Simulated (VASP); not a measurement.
```
SnSe2
1.0
    1.94310    -3.36555     0.00000
    1.94310     3.36555     0.00000
    0.00000     0.00000     6.26280
Sn Se
1 2
Cartesian
  0.00000   0.00000   0.00000
  1.94310   1.12185   1.56570
  1.94310  -1.12185   4.69710
```

Level of theory: PBE GGA, VASP's PBE PAW potentials (set 64) (plane waves; VASP 6.6.1). Settings: 400 eV cut-off, 5×5×3 Γ-centred mesh, Gaussian smearing of 0.050 eV, potentials Sn_d Se.

### Question
What does the run give for the energy per atom (σ→0), pressure, largest force?

### Answer

```json
{
  "energy per atom (σ→0)": "-3.939 eV/atom",
  "pressure": "1.17 GPa",
  "largest_force": "0.147 eV/Å"
}
```

Total energies compare only between runs with the same potentials, cut-off and functional.

The compound is SnSe2 in the 1T layered structure. The cell was not relaxed at this level.
